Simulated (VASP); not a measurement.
**InGaO2: relaxation of cell and atoms with PBE**

InGaO2:

```
In Ga O
1.0
     3.14801    0.00000    0.00000
     0.00000    3.14801    0.00000
     0.00000    0.00000    6.25716
In Ga O
1 1 2
Cartesian
  0.0000 3.1480 0.0000
  1.5740 1.5740 3.1286
  0.0000 1.5740 2.0823
  1.5740 3.1480 4.1749
```

The cell was built by a generator and needn't be a form met in nature.

```json
{
  "Program": "VASP 6.6.1",
  "Task": "relaxation of cell and atoms",
  "Functional": "PBE",
  "Potentials or basis": "VASP PAW PBE potentials, release 64 (In_d, Ga_d, O)",
  "Cutoff": "520 eV",
  "k mesh": "10 × 10 × 6",
  "Occupations": "gaussian, width 0.1 eV",
  "Spin": "no spin polarisation",
  "Further INCAR settings": "ALGO = Normal; EDIFF = 1e-07; IBRION = 2; POTIM = 0.3; EDIFFG = -0.005; NSW = 60; ISIF = 3"
}
```

```json
{
 "Energy gained by relaxing": "0.0 meV/atom",
 "Ionic steps": "2",
 "Pressure after relaxing": "0.0 GPa",
 "Largest force after relaxing": "0.005 eV/Å",
 "Band gap on the k mesh": "none (metal or under the smearing width)"
}
```

Forces in eV/Å, atoms in the order of the input:
```
In   0.000  0.000  0.000
Ga   0.000  0.000  0.000
O    0.000  0.000 -0.005
O    0.000  0.000  0.005
```

Final structure:
```yaml
crystal:
  lattice:
    - [3.14770, 0.00000, 0.00000]
    - [0.00000, 3.14770, 0.00000]
    - [0.00000, 0.00000, 6.25784]
  atoms:
    - { symbol: In, position: [0.00000, 0.00000, 0.00000] }
    - { symbol: Ga, position: [0.50000, 0.50000, 0.50000] }
    - { symbol: O, position: [0.00000, 0.50000, 0.33275] }
    - { symbol: O, position: [0.50000, 0.00000, 0.66725] }
```

Levels at points of the mesh, in eV from the Fermi level:
```
           k point  band 17  band 18  band 19  band 20  band 21  band 22
(0.00, 0.00, 0.00)    -3.49    -1.98    -1.98     2.79     2.86     6.86
(0.50, 0.00, 0.00)    -3.37    -1.94    -0.49     0.04     4.11     5.19
(0.50, 0.50, 0.00)    -4.04    -3.16     1.14     1.14     1.19     5.29
(0.00, 0.00, 0.50)    -2.05    -2.05    -1.17     0.24     4.35     6.18
(0.50, 0.00, 0.50)    -3.28    -1.94    -1.63    -0.67     4.47     5.32
(0.50, 0.50, 0.50)    -4.02    -3.53     1.53     1.79     1.79     5.43
```

Wall time 40 s on 4 MPI ranks on Intel(R) Xeon(R) Platinum 8488C (Sapphire Rapids), with other jobs on the host, peak memory 0.26 GiB a rank.
